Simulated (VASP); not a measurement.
Given:

```yaml
crystal:
  lattice:
    - [-3.08075, 3.08075, 3.08075]
    - [3.08075, -3.08075, 3.08075]
    - [3.08075, 3.08075, -3.08075]
  atoms:
    - { symbol: Cs, position: [0.00000, 0.00000, 0.00000] }
```

All values below come from PBE GGA, VASP's PBE PAW potentials (set 64) (plane waves; VASP). Run with 520 eV cut-off, 9×9×9 Γ-centred mesh, first-order Methfessel-Paxton smearing of 0.10 eV, potentials Cs_sv.

Question: Give the energy at these volumes per atom, relative to the lowest: 109.29, 112.78, 116.27, 119.76, 123.24 Å³.

Answer: 3.5, 1.0, 0.0, 0.4, 1.9 meV/atom. A third-order Birch-Murnaghan fit gives B0 = 2.0 GPa and B0′ = 3.5.

Measured: bulk modulus 2.1 GPa at 0 K (computed value off by -5.2 %), as given by H. Levämäki et al., Physical Review B (2014), arXiv:1402.3671 [corrected for temperature and zero-point phonon effects]; a 6.039 Å at 0 K (computed value off by +2.0 %), as given by Gábor I. Csonka et al., Physical Review B (2009), arXiv:0903.4037 [low-temperature or extrapolated to 0 K; zero-point anharmonic expansion removed].

The compound is Cs in the bcc structure. It was relaxed first.
